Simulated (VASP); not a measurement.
Method: vdW-DF-cx, VASP's PBE PAW potentials (set 64) (plane waves; VASP).

Input for VASP

**POSCAR**
```
TiAl
1.0
  2.8350113072   0.0000000000   0.0000000000
  0.0000000000   2.8350113072   0.0000000000
  0.0000000000   0.0000000000   4.0795381474
Ti Al
1 1
Direct
  0.0000000000   0.0000000000   0.0000000000
  0.5000000000   0.5000000000   0.5000000000
```

### INCAR
```
AGGAC = 0.0
ALGO = Normal
EDIFF = 1E-7
EDIFFG = -0.01
ENCUT = 520
GGA = CX
IBRION = 2
ISIF = 4
ISMEAR = 1
LASPH = .TRUE.
LCHARG = .FALSE.
LMAXMIX = 4
LREAL = .FALSE.
LUSE_VDW = .TRUE.
LWAVE = .FALSE.
NELM = 100
NSW = 30
PREC = Accurate
SIGMA = 0.1
SYSTEM = TiAl
```

### KPOINTS
```
Automatic mesh
0
gamma
  13 13 9
0 0 0
```

POTCAR, in this order: Ti_sv Al (PBE.64 set). Program: vasp_std.

Q: What does the run give for the energy per atom (σ→0), band gap (on the k-mesh)?

A: 
energy per atom (σ→0): -4.305 eV/atom
band gap (on the k-mesh): none (metal, semimetal or under 0.01 eV)

File OSZICAR:
```
...
       N       E                     dE             d eps       ncg     rms          rms(c)
DAV:   1    -0.860996248738E+01   -0.89279E-04   -0.30733E-03  3176   0.927E-01    0.580E-02
DAV:   2    -0.860991113065E+01    0.51357E-04   -0.16879E-04  3165   0.141E-01    0.278E-02
DAV:   3    -0.860989783255E+01    0.13298E-04   -0.24299E-05  3776   0.652E-02    0.951E-03
DAV:   4    -0.860989646915E+01    0.13634E-05   -0.42450E-06  3768   0.233E-02    0.238E-03
DAV:   5    -0.860989632003E+01    0.14913E-06   -0.53243E-07  3400   0.767E-03    0.630E-04
DAV:   6    -0.860989629528E+01    0.24749E-07   -0.23163E-08  1713   0.184E-03
   2 F= -.86098963E+01 E0= -.86097665E+01  d E =-.230535E-04
```

The compound is TiAl in the L1_0 structure. This cell is one point of a volume scan, at 1.03 of the reference volume. Symmetry was kept, so distortions that lower it aren't found. The electron count is odd and the run is not spin-polarised, which forces a metal.
